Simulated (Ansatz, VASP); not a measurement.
# MoI: VASP beside Ansatz

```
Mo I
1.0
     0.00000    3.17885    3.17885
     3.17885    0.00000    3.17885
     3.17885    3.17885    0.00000
Mo I
1 1
Direct
  0.00000 0.00000 0.00000
  0.75000 0.75000 0.75000
```

The cell was built by a generator and needn't be a form met in nature.

Alike in both runs: task relaxation of cell and atoms; functional LDA; k mesh 5 × 5 × 5; occupations fermi-dirac, width 0.05 eV; spin-orbit coupling, no magnetisation.

|  | VASP | Ansatz |
| --- | --- | --- |
| version | VASP 6.6.1 | Ansatz 0.2.0 |
| potentials or method | VASP PAW LDA potentials, release 64 (Mo_sv, I) | Ansatz PAW |
| plane-wave cutoff (eV) | 600 | 420 |
| valence electrons in the cell | 21 | 31 |

Ansatz gave:

```
gap on the k mesh at the Fermi level, each at its own relaxed structure (eV) : none
relaxed volume (Å³/atom)                                                     : 26.51
relaxed cell length with the largest relative difference (Å)                 : 4.217
energy change over the relaxation (meV/atom)                                 : -242
```

Q: Which values does VASP return?

A: gap on the k mesh at the Fermi level, each at its own relaxed structure (eV): none; relaxed volume (Å³/atom): 26.52; relaxed cell length with the largest relative difference (Å): 4.217; energy change over the relaxation (meV/atom): -240.

A gap of «none» marks a metal or a gap that the smearing closes. The two sets of potentials don't hold the same shells in valence.

Caveats: the volume moved by over 15 % at a fixed basis, so the end points are rough; the plane-wave basis is chosen anew once the cell has moved, so the energies of steps on either side of that aren't comparable (Ansatz); the PAW data sets come from PBE, with cores solved anew for the run's functional, which leaves a small shift of forces and pressure (Ansatz).
